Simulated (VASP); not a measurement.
# FeNi3 (Awaruite): structure and properties in VASP, part 4 of 5

Aim: relax FeNi3 (Awaruite), then compute properties on the relaxed cell. The start is a cell from a database of measured crystal structures.

VASP 6.6.1; LAK, spin-polarised from a ferromagnetic start; plane waves and PAW (Ni, Fe).

Still holding for the runs below: The magnetic state follows from one typed start and may not be the lowest. The k-mesh is coarse for a metal.

So far, moment of the cell, from the last line of the log (μB): step 2 (full relaxation (LAK)) 5.53; step 3 (second relaxation) 5.53; step 6 (total and projected DOS (LAK)) 5.54.

## 7. Volume scan with LAK, volume scale 0.94

An equation of state needs energies on both sides of the minimum, all on one mesh and cutoff.

INCAR reads:

```
SYSTEM = FeNi3
PREC = Accurate
ENCUT = 400
EDIFF = 1E-06
NELM = 100
ISMEAR = -1
SIGMA = 0.05
LREAL = .FALSE.
ALGO = Normal
METAGGA = LAK
LASPH = .TRUE.
NBANDS = 27
ISPIN = 2
MAGMOM = 0.827 0.827 0.827 3.312
LMAXMIX = 4
LORBIT = 11
LWAVE = .FALSE.
LCHARG = .FALSE.
KPAR = 2
ISIF = 2
```

POSCAR reads:

```
FeNi3
1.0
    3.5036198189      0.0000000000      0.0000000000
    0.0000000000      3.5036198189      0.0000000000
    0.0000000000      0.0000000000      3.5036198189
Ni Fe
3 1
Direct
    0.5000000000      0.5000000000      0.0000000000
    0.5000000000      0.0000000000      0.5000000000
    0.0000000000      0.5000000000      0.5000000000
    0.0000000000      0.0000000000      0.0000000000
```

KPOINTS reads:

```
Automatic mesh
0
Gamma
6 6 6
0 0 0
```

The projector-augmented-wave data sets are Ni and Fe (PBE family, release 64).

Run with:

```sh
$ mpirun -np 2 vasp_std
```

Log:

```text
[... set-up lines as in an earlier step ...]
 entering main loop
       N       E                     dE             d eps       ncg     rms          rms(c)
DAV:   1     0.266720648215E+03    0.26672E+03   -0.14809E+04  2304   0.168E+03
DAV:   2     0.239223218426E+02   -0.24280E+03   -0.23151E+03  2160   0.332E+02
DAV:   3     0.109806881057E+02   -0.12942E+02   -0.12446E+02  2226   0.108E+02
DAV:   4     0.108266322409E+02   -0.15406E+00   -0.15390E+00  2362   0.125E+01
DAV:   5     0.108208666053E+02   -0.57656E-02   -0.57653E-02  3160   0.194E+00    0.278E+01
DAV:   6     0.248424806824E+02    0.14022E+02   -0.96448E+01  2316   0.168E+02    0.350E+01
DAV:   7     0.253842192879E+02    0.54174E+00   -0.30790E+01  2512   0.130E+02    0.283E+01
DAV:   8     0.298463569036E+02    0.44621E+01   -0.17461E+01  2758   0.624E+01    0.678E+00
DAV:   9     0.290524418873E+02   -0.79392E+00   -0.17836E+00  2561   0.158E+01    0.317E+00
DAV:  10     0.289552782342E+02   -0.97164E-01   -0.37056E-01  3105   0.118E+01    0.272E+00
DAV:  11     0.289688321105E+02    0.13554E-01   -0.92892E-02  2775   0.500E+00    0.177E+00
DAV:  12     0.289642423266E+02   -0.45898E-02   -0.37545E-02  2631   0.342E+00    0.708E-01
DAV:  13     0.289604712249E+02   -0.37711E-02   -0.91157E-03  2334   0.126E+00    0.346E-01
DAV:  14     0.289583770582E+02   -0.20942E-02   -0.32528E-03  2695   0.996E-01    0.105E-01
DAV:  15     0.289582238364E+02   -0.15322E-03   -0.58289E-04  2671   0.305E-01    0.913E-02
DAV:  16     0.289583578908E+02    0.13405E-03   -0.76268E-05  2907   0.147E-01    0.503E-02
DAV:  17     0.289586375353E+02    0.27964E-03   -0.66595E-05  2441   0.111E-01    0.248E-02
DAV:  18     0.289587899444E+02    0.15241E-03   -0.21681E-05  2912   0.696E-02    0.180E-02
DAV:  19     0.289587659240E+02   -0.24020E-04   -0.63455E-06  2284   0.578E-02    0.674E-03
DAV:  20     0.289587616847E+02   -0.42393E-05   -0.50674E-07  1233   0.858E-03    0.371E-03
DAV:  21     0.289587554564E+02   -0.62283E-05   -0.14107E-07  1197   0.401E-03    0.400E-03
DAV:  22     0.289587501500E+02   -0.53064E-05   -0.52249E-08  1191   0.443E-03    0.207E-03
DAV:  23     0.289587458670E+02   -0.42830E-05   -0.28336E-08  1161   0.460E-03    0.616E-04
DAV:  24     0.289587458232E+02   -0.43810E-07   -0.23409E-08  1158   0.153E-03
   1 F= 0.28958746E+02 E0= 0.28966731E+02  d E =-.159709E-01  mag=     5.3670
```

Run time: 1.7 min. Hardware: 2 MPI ranks of Intel Xeon Platinum 8488C (Sapphire Rapids), shared host; peak memory 0.32 GiB; 3.3 min of CPU time.

From OUTCAR (step 7):

```text
   ENCUT  =  400.0 eV  29.40 Ry    5.42 a.u.   5.71  5.71  5.71*2*pi/ulx,y,z

   NELECT =      38.0000    total number of electrons

 E-fermi :   9.6781

 spin component 1
 k-point     1 :       0.0000    0.0000    0.0000
  band No.  band energies     occupation
    ...
     17       7.8290      1.00000
     18       7.9491      1.00000
     19       8.0007      1.00000
     20       8.0008      1.00000
     21       8.0008      1.00000
     22      12.1056      0.00000
     23      12.1056      0.00000
     24      12.1056      0.00000
     25      18.6907      0.00000
     26      18.6907      0.00000
    ...

 k-point     2 :       0.1667    0.0000    0.0000
  band No.  band energies     occupation
    ...
     17       7.7625      1.00000
     18       7.7662      1.00000
     19       7.8144      1.00000
     20       7.8525      1.00000
     21       8.0009      1.00000
     22      10.3585      0.00000
     23      13.0034      0.00000
     24      13.0034      0.00000
     25      18.7738      0.00000
     26      18.9603      0.00000
    ...

  Total        3.3303309      3.3303309      3.3303309      0.0000000      0.0000000     -0.0000000
  in kB      124.0643611    124.0643611    124.0643611      0.0000000      0.0000000     -0.0000000
  external PRESSURE =     124.0643611 kB  Pullay stress =       0.0000000 kB

 POSITION                                       TOTAL-FORCE (eV/Angst)
 -----------------------------------------------------------------------------------
      1.75181      1.75181      0.00000         0.000000      0.000000      0.000000
      1.75181      0.00000      1.75181         0.000000      0.000000      0.000000
      0.00000      1.75181      1.75181         0.000000      0.000000      0.000000
      0.00000      0.00000      0.00000         0.000000      0.000000      0.000000
 -----------------------------------------------------------------------------------
    total drift:                                0.000000     -0.000000     -0.000000

  FREE ENERGIE OF THE ION-ELECTRON SYSTEM (eV)
  ---------------------------------------------------
  free  energy   TOTEN  =        28.9587458232 eV

  energy  without entropy=       28.9747167295  energy(sigma->0) =       28.96673128

 magnetization (x)
# of ion       s       p       d       tot
------------------------------------------
    1       -0.035  -0.117   0.923   0.770
    2       -0.035  -0.117   0.923   0.770
    3       -0.035  -0.117   0.923   0.770
    4        0.017  -0.048   3.262   3.231
--------------------------------------------------
tot         -0.088  -0.399   6.030   5.542

[... 4 parts as in an earlier step ...]

[... 17 further parts left out ...]
```

The scan keeps the cell's shape and the fractional positions fixed.

Numbers from this step:

```yaml
bands: 27
irreducible_k_points: 20
free_energy_toten: 28.96 eV
energy_at_zero_smearing: 28.97 eV
fermi_energy: 9.678 eV
pressure: 12.41 GPa
moment_of_the_cell_from_the_last_line_of_the_log: 5.367 μB
```

Spin moment in the PAW sphere by atom:

```
atom  spin moment in the PAW sphere (μB)
 Ni1                                0.77
 Ni2                                0.77
 Ni3                                0.77
 Fe4                                3.23
```

The pressure here is 12.41 GPa.

## 8. Volume scan with LAK, volume scale 0.96

INCAR is that of step 7.

POSCAR reads:

```
FeNi3
1.0
    3.5282940109      0.0000000000      0.0000000000
    0.0000000000      3.5282940109      0.0000000000
    0.0000000000      0.0000000000      3.5282940109
Ni Fe
3 1
Direct
    0.5000000000      0.5000000000      0.0000000000
    0.5000000000      0.0000000000      0.5000000000
    0.0000000000      0.5000000000      0.5000000000
    0.0000000000      0.0000000000      0.0000000000
```

KPOINTS is that of step 7.

Run with:

```sh
$ mpirun -np 2 vasp_std
```

Log:

```text
[... set-up lines as in an earlier step ...]
 entering main loop
       N       E                     dE             d eps       ncg     rms          rms(c)
DAV:   1     0.265914941001E+03    0.26591E+03   -0.14714E+04  2280   0.166E+03
DAV:   2     0.233018781394E+02   -0.24261E+03   -0.23128E+03  2168   0.330E+02
DAV:   3     0.106610270246E+02   -0.12641E+02   -0.12136E+02  2220   0.107E+02
DAV:   4     0.105092229330E+02   -0.15180E+00   -0.15165E+00  2376   0.124E+01
DAV:   5     0.105033728221E+02   -0.58501E-02   -0.58497E-02  3060   0.196E+00    0.274E+01
DAV:   6     0.243602989785E+02    0.13857E+02   -0.99855E+01  2307   0.170E+02    0.370E+01
DAV:   7     0.250975184467E+02    0.73722E+00   -0.32900E+01  2548   0.132E+02    0.289E+01
DAV:   8     0.298486665352E+02    0.47511E+01   -0.18086E+01  2764   0.626E+01    0.710E+00
DAV:   9     0.290061650000E+02   -0.84250E+00   -0.18881E+00  2625   0.163E+01    0.302E+00
DAV:  10     0.288901601071E+02   -0.11600E+00   -0.40452E-01  3158   0.117E+01    0.275E+00
DAV:  11     0.289097755578E+02    0.19615E-01   -0.93828E-02  2810   0.515E+00    0.182E+00
DAV:  12     0.289041778983E+02   -0.55977E-02   -0.41150E-02  2720   0.332E+00    0.701E-01
DAV:  13     0.289002559732E+02   -0.39219E-02   -0.86827E-03  2451   0.127E+00    0.403E-01
DAV:  14     0.288978137504E+02   -0.24422E-02   -0.48132E-03  2559   0.126E+00    0.127E-01
DAV:  15     0.288976341979E+02   -0.17955E-03   -0.80647E-04  2418   0.328E-01    0.976E-02
DAV:  16     0.288977209638E+02    0.86766E-04   -0.65595E-05  2824   0.122E-01    0.610E-02
DAV:  17     0.288979786441E+02    0.25768E-03   -0.61265E-05  2476   0.106E-01    0.269E-02
DAV:  18     0.288981197956E+02    0.14115E-03   -0.24251E-05  2959   0.821E-02    0.179E-02
DAV:  19     0.288980989493E+02   -0.20846E-04   -0.70407E-06  2258   0.534E-02    0.685E-03
DAV:  20     0.288980962001E+02   -0.27492E-05   -0.60202E-07  1242   0.936E-03    0.479E-03
DAV:  21     0.288980892187E+02   -0.69814E-05   -0.15540E-07  1200   0.737E-03    0.273E-03
DAV:  22     0.288980831335E+02   -0.60852E-05   -0.97618E-08  1194   0.432E-03    0.145E-03
DAV:  23     0.288980822954E+02   -0.83813E-06   -0.33917E-08  1164   0.213E-03
   1 F= 0.28898082E+02 E0= 0.28906508E+02  d E =-.168521E-01  mag=     5.4174
```

Elapsed: 85 s, on 2 MPI ranks; peak memory 0.32 GiB; 2.8 min of CPU time.

Parts of OUTCAR (step 8):

```text
   ENCUT  =  400.0 eV  29.40 Ry    5.42 a.u.   5.75  5.75  5.75*2*pi/ulx,y,z

   NELECT =      38.0000    total number of electrons

 E-fermi :   9.3915

 spin component 1
 k-point     1 :       0.0000    0.0000    0.0000
  band No.  band energies     occupation
    ...
     17       7.5309      1.00000
     18       7.6567      1.00000
     19       7.6876      1.00000
     20       7.6877      1.00000
     21       7.6877      1.00000
     22      11.8038      0.00000
     23      11.8038      0.00000
     24      11.8038      0.00000
     25      18.2099      0.00000
     26      18.2099      0.00000
    ...

 k-point     2 :       0.1667    0.0000    0.0000
  band No.  band energies     occupation
    ...
     17       7.4562      1.00000
     18       7.4744      1.00000
     19       7.4981      1.00000
     20       7.5616      1.00000
     21       7.6879      1.00000
     22      10.0613      0.00000
     23      12.6730      0.00000
     24      12.6730      0.00000
     25      18.2988      0.00000
     26      18.4803      0.00000
    ...

  Total        2.1135155      2.1135155      2.1135155     -0.0000000     -0.0000000     -0.0000000
  in kB       77.0942002     77.0942002     77.0942002     -0.0000000     -0.0000000     -0.0000000
  external PRESSURE =      77.0942002 kB  Pullay stress =       0.0000000 kB

 POSITION                                       TOTAL-FORCE (eV/Angst)
 -----------------------------------------------------------------------------------
      1.76415      1.76415      0.00000         0.000000      0.000000      0.000000
      1.76415      0.00000      1.76415         0.000000      0.000000      0.000000
      0.00000      1.76415      1.76415         0.000000      0.000000      0.000000
      0.00000      0.00000      0.00000         0.000000      0.000000      0.000000
 -----------------------------------------------------------------------------------
    total drift:                                0.000000     -0.000000     -0.000000

  FREE ENERGIE OF THE ION-ELECTRON SYSTEM (eV)
  ---------------------------------------------------
  free  energy   TOTEN  =        28.8980822954 eV

  energy  without entropy=       28.9149343796  energy(sigma->0) =       28.90650834

 magnetization (x)
# of ion       s       p       d       tot
------------------------------------------
    1       -0.034  -0.115   0.937   0.787
    2       -0.034  -0.115   0.937   0.787
    3       -0.034  -0.115   0.937   0.787
    4        0.018  -0.049   3.291   3.260
--------------------------------------------------
tot         -0.085  -0.395   6.101   5.621

[... 4 parts as in an earlier step ...]

[... 17 further parts left out ...]
```

Numbers from this step:

```yaml
scf_cycles: 23
free_energy_toten: 28.90 eV
energy_at_zero_smearing: 28.91 eV
fermi_energy: 9.392 eV
pressure: 7.709 GPa
moment_of_the_cell_from_the_last_line_of_the_log: 5.417 μB
```

The pressure falls from 12.41 to 7.71 GPa.

The run ends at a pressure of 7.71 GPa.

## 9. Volume scan with LAK, volume scale 0.98

INCAR is that of step 8.

POSCAR reads:

```
FeNi3
1.0
    3.5526278420      0.0000000000      0.0000000000
    0.0000000000      3.5526278420      0.0000000000
    0.0000000000      0.0000000000      3.5526278420
Ni Fe
3 1
Direct
    0.5000000000      0.5000000000      0.0000000000
    0.5000000000      0.0000000000      0.5000000000
    0.0000000000      0.5000000000      0.5000000000
    0.0000000000      0.0000000000      0.0000000000
```

KPOINTS is that of step 8.

Run with:

```sh
$ mpirun -np 2 vasp_std
```

Log:

```text
[... set-up lines as in an earlier step ...]
 entering main loop
       N       E                     dE             d eps       ncg     rms          rms(c)
DAV:   1     0.267768943179E+03    0.26777E+03   -0.14662E+04  2256   0.165E+03
DAV:   2     0.230569818466E+02   -0.24471E+03   -0.23358E+03  2160   0.331E+02
DAV:   3     0.103873941433E+02   -0.12670E+02   -0.12130E+02  2216   0.107E+02
DAV:   4     0.102307468843E+02   -0.15665E+00   -0.15634E+00  2409   0.124E+01
[...]
DAV:  23     0.288616134046E+02   -0.23636E-05   -0.46467E-08  1179   0.454E-03    0.685E-04
DAV:  24     0.288616120620E+02   -0.13426E-05   -0.19030E-08  1173   0.178E-03    0.586E-04
DAV:  25     0.288616118899E+02   -0.17210E-06   -0.78393E-09  1164   0.106E-03
   1 F= 0.28861612E+02 E0= 0.28870228E+02  d E =-.172322E-01  mag=     5.4750
```

The job ended after 71 s (2 MPI ranks; peak memory 0.31 GiB).

OUTCAR, selected parts (step 9):

```text
  Total        1.0295390      1.0295390      1.0295390     -0.0000000     -0.0000000      0.0000000
  in kB       36.7878348     36.7878348     36.7878348     -0.0000000     -0.0000000      0.0000000
  external PRESSURE =      36.7878348 kB  Pullay stress =       0.0000000 kB

 POSITION                                       TOTAL-FORCE (eV/Angst)
 -----------------------------------------------------------------------------------
      1.77631      1.77631      0.00000         0.000000      0.000000      0.000000
      1.77631      0.00000      1.77631         0.000000      0.000000      0.000000
      0.00000      1.77631      1.77631         0.000000      0.000000      0.000000
      0.00000      0.00000      0.00000         0.000000      0.000000      0.000000
 -----------------------------------------------------------------------------------
    total drift:                                0.000000     -0.000000     -0.000000

  FREE ENERGIE OF THE ION-ELECTRON SYSTEM (eV)
  ---------------------------------------------------
  free  energy   TOTEN  =        28.8616118899 eV

  energy  without entropy=       28.8788440969  energy(sigma->0) =       28.87022799

 magnetization (x)
# of ion       s       p       d       tot
------------------------------------------
    1       -0.033  -0.114   0.953   0.806
    2       -0.033  -0.114   0.953   0.806
    3       -0.033  -0.114   0.953   0.806
    4        0.019  -0.049   3.317   3.288
--------------------------------------------------
tot         -0.081  -0.390   6.177   5.707

[... 1 part as in an earlier step ...]

[... 2 further parts left out ...]
[key lines of the parts left out:]
E-fermi :   9.1166
```

The pressure falls from 7.71 to 3.68 GPa.

The run ends at a pressure of 3.68 GPa.

## 10. Volume scan with LAK, volume scale 1

INCAR is that of step 9.

POSCAR reads:

```
FeNi3
1.0
    3.5766328123      0.0000000000      0.0000000000
    0.0000000000      3.5766328123      0.0000000000
    0.0000000000      0.0000000000      3.5766328123
Ni Fe
3 1
Direct
    0.5000000000      0.5000000000      0.0000000000
    0.5000000000      0.0000000000      0.5000000000
    0.0000000000      0.5000000000      0.5000000000
    0.0000000000      0.0000000000      0.0000000000
```

KPOINTS is that of step 9.

Run with:

```sh
$ mpirun -np 2 vasp_std
```

Log:

```text
[... set-up lines as in an earlier step ...]
 entering main loop
       N       E                     dE             d eps       ncg     rms          rms(c)
DAV:   1     0.262089130537E+03    0.26209E+03   -0.14895E+04  2328   0.164E+03
DAV:   2     0.225025276417E+02   -0.23959E+03   -0.22902E+03  2160   0.327E+02
DAV:   3     0.101456877993E+02   -0.12357E+02   -0.11691E+02  2234   0.104E+02
DAV:   4     0.998921660240E+01   -0.15647E+00   -0.15621E+00  2417   0.123E+01
[...]
DAV:  22     0.288465907223E+02   -0.67451E-05   -0.12485E-07  1200   0.358E-03    0.214E-03
DAV:  23     0.288465880135E+02   -0.27089E-05   -0.31547E-08  1179   0.245E-03    0.145E-03
DAV:  24     0.288465881209E+02    0.10747E-06   -0.11966E-08  1161   0.255E-03
   1 F= 0.28846588E+02 E0= 0.28855027E+02  d E =-.168786E-01  mag=     5.5330
```

Elapsed: 55 s, on 2 MPI ranks; peak memory 0.32 GiB; 1.8 min of CPU time.

Parts of OUTCAR (step 10):

```text
  Total        0.0191172      0.0191172      0.0191172     -0.0000000     -0.0000000      0.0000000
  in kB        0.6694411      0.6694411      0.6694411     -0.0000000     -0.0000000      0.0000000
  external PRESSURE =       0.6694411 kB  Pullay stress =       0.0000000 kB

  FREE ENERGIE OF THE ION-ELECTRON SYSTEM (eV)
  ---------------------------------------------------
  free  energy   TOTEN  =        28.8465881209 eV

  energy  without entropy=       28.8634666735  energy(sigma->0) =       28.85502740

 magnetization (x)
# of ion       s       p       d       tot
------------------------------------------
    1       -0.032  -0.112   0.971   0.827
    2       -0.032  -0.112   0.971   0.827
    3       -0.032  -0.112   0.971   0.827
    4        0.021  -0.048   3.340   3.312
--------------------------------------------------
tot         -0.077  -0.385   6.254   5.792

[... 3 parts as in an earlier step ...]

[... 1 further part left out ...]
[key lines of the parts left out:]
E-fermi :   8.8546
```

The pressure falls from 3.68 to 0.07 GPa.

The run ends at a pressure of 0.07 GPa.

## 11. Volume scan with LAK, volume scale 1.02

INCAR is that of step 10.

POSCAR reads:

```
FeNi3
1.0
    3.6003198126      0.0000000000      0.0000000000
    0.0000000000      3.6003198126      0.0000000000
    0.0000000000      0.0000000000      3.6003198126
Ni Fe
3 1
Direct
    0.5000000000      0.5000000000      0.0000000000
    0.5000000000      0.0000000000      0.5000000000
    0.0000000000      0.5000000000      0.5000000000
    0.0000000000      0.0000000000      0.0000000000
```

KPOINTS is that of step 10.

Run with:

```sh
$ mpirun -np 2 vasp_std
```

Log:

```text
[... set-up lines as in an earlier step ...]
 entering main loop
       N       E                     dE             d eps       ncg     rms          rms(c)
DAV:   1     0.271378934421E+03    0.27138E+03   -0.14741E+04  2232   0.164E+03
DAV:   2     0.236430167742E+02   -0.24774E+03   -0.23674E+03  2160   0.333E+02
DAV:   3     0.995606154133E+01   -0.13687E+02   -0.12924E+02  2226   0.110E+02
DAV:   4     0.978202414380E+01   -0.17404E+00   -0.17377E+00  2379   0.132E+01
[...]
DAV:  22     0.288513845609E+02   -0.73698E-05   -0.19888E-07  1188   0.570E-03    0.161E-03
DAV:  23     0.288513827909E+02   -0.17700E-05   -0.52621E-08  1185   0.220E-03    0.107E-03
DAV:  24     0.288513827655E+02   -0.25397E-07   -0.12086E-08  1176   0.132E-03
   1 F= 0.28851383E+02 E0= 0.28859281E+02  d E =-.157971E-01  mag=     5.5794
```

It took 56 s on 2 MPI ranks; peak memory 0.32 GiB; 1.9 min of CPU time.

OUTCAR, selected parts (step 11):

```text
  Total       -0.9677867     -0.9677867     -0.9677867     -0.0000000      0.0000000     -0.0000000
  in kB      -33.2251539    -33.2251539    -33.2251539     -0.0000000      0.0000000     -0.0000000
  external PRESSURE =     -33.2251539 kB  Pullay stress =       0.0000000 kB

 POSITION                                       TOTAL-FORCE (eV/Angst)
 -----------------------------------------------------------------------------------
      1.80016      1.80016      0.00000         0.000000      0.000000      0.000000
      1.80016      0.00000      1.80016         0.000000      0.000000      0.000000
      0.00000      1.80016      1.80016         0.000000      0.000000      0.000000
      0.00000      0.00000      0.00000         0.000000      0.000000      0.000000
 -----------------------------------------------------------------------------------
    total drift:                                0.000000     -0.000000     -0.000000

  FREE ENERGIE OF THE ION-ELECTRON SYSTEM (eV)
  ---------------------------------------------------
  free  energy   TOTEN  =        28.8513827655 eV

  energy  without entropy=       28.8671798718  energy(sigma->0) =       28.85928132

 magnetization (x)
# of ion       s       p       d       tot
------------------------------------------
    1       -0.032  -0.111   0.987   0.845
    2       -0.032  -0.111   0.987   0.845
    3       -0.032  -0.111   0.987   0.845
    4        0.021  -0.048   3.359   3.332
--------------------------------------------------
tot         -0.074  -0.382   6.321   5.866

[... 1 part as in an earlier step ...]

[... 2 further parts left out ...]
[key lines of the parts left out:]
E-fermi :   8.6057
```

The pressure falls from 0.07 to -3.32 GPa, so it vanishes between these two volumes.

(Continued in part 5 of 5.)

[Lines on the potential files, build, host, timing and source positions are cut from VASP's logs without a mark.]

[Logs are printed without paths, hosts, clocks, repeated set-up lines and the standing remarks that a program may print on its own settings, such as how far it seeks lower states.]

[Hosts, paths, dates, database ids (printed as entryN), source tags and the programs' standing remarks are cut or masked in the printed files.]

[A measured line is paired with the nearest computed mode of its activity, which favours agreement.]
